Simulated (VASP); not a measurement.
Write the native input for VASP 6.6.1 that does the following.

```yaml
Task: relaxation of cell and atoms
Functional: PBE
Potentials_or_basis: VASP PAW PBE potentials, release 64 (Be, Zn, Te)
Cutoff: 520 eV
k_mesh: 3 × 3 × 3
Occupations: gaussian, width 0.15 eV
Spin: no spin polarisation
Further_INCAR_settings: PREC = Normal; ALGO = Fast; EDIFF = 0.0001; IBRION = 2; EDIFFG = -0.08; NSW = 24; ISIF = 3
```

The structure of BeZn2Te3 lies in POSCAR:

```
BeZn2Te3
1.0
    2.9672842900     -4.9624055000      0.0000000000
    2.9672842900      4.9624055000      0.0000000000
    0.0000000000      0.0000000000      4.6397374500
Be Zn Te
1 2 3
Direct
    0.5000000000      0.5000000000      0.0000000000
    0.0000000000      0.5000000000      0.5000000000
    0.5000000000      0.0000000000      0.5000000000
    0.1610669000      0.8389331000      0.0000000000
    0.8389331000      0.1610669000      0.0000000000
    0.0000000000      0.0000000000      0.5000000000
```

The cell was built by a generator and needn't be a form met in nature.

These files were run (other wordings do the same):

INCAR

```
SYSTEM = BeZn2Te3
PREC     = Normal         ! precision mode
ENCUT    = 520            ! plane-wave cutoff, eV
EDIFF    = 1E-4           ! SCF threshold, eV
ISMEAR   = 0              ! smearing method
SIGMA    = 0.15           ! smearing width, eV
LREAL    = .False.        ! projectors in reciprocal space
LASPH    = .True.         ! aspherical terms in the spheres
NELM     = 60             ! most SCF steps
ALGO     = Fast           ! electronic algorithm
ISIF     = 3              ! what is computed and relaxed
LWAVE    = .False.        ! write WAVECAR
LCHARG   = .False.        ! write CHGCAR
GGA      = PE             ! functional
IBRION   = 2              ! ionic algorithm
NSW      = 24             ! ionic steps
EDIFFG   = -0.08          ! ionic threshold
```

KPOINTS

```
regular mesh
0
Gamma
  3 3 3
  0 0 0
```

Potentials or basis: VASP PAW PBE potentials, release 64 (Be, Zn, Te).

Launch:

```console
$ cat potpaw_PBE.64/Be/POTCAR potpaw_PBE.64/Zn/POTCAR potpaw_PBE.64/Te/POTCAR > POTCAR
$ mpirun -np 1 vasp_std > vasp.out
```

Results of the run:

- Relaxed volume: 26.70 Å³/atom
- Relaxed cell: a = 5.931 Å, b = 5.931 Å, c = 6.325 Å, α = 90.00°, β = 90.00°, γ = 133.95°
- Space group after relaxing (to 0.05 Å): Cmmm (No. 65)
- Energy gained by relaxing: 475.7 meV/atom
- Ionic steps: 24
- Pressure after relaxing: -0.1 GPa
- Largest force after relaxing: 0.080 eV/Å
- Band gap on the k mesh: none (metal or under the smearing width)

Caveat: the k mesh is coarse (spacing up to 0.45 Å⁻¹), so the values aren't converged; the volume moved by over 15 % at a fixed basis, so the end points are rough; the relaxation stopped at a loose force limit of 0.08 eV/Å, so its end isn't a converged minimum.

It took 4.6 min on 1 thread of Intel(R) Xeon(R) Platinum 8259CL CPU @ 2.50GHz (Skylake/Cascade Lake), with other jobs on the host, peak memory 0.19 GiB.
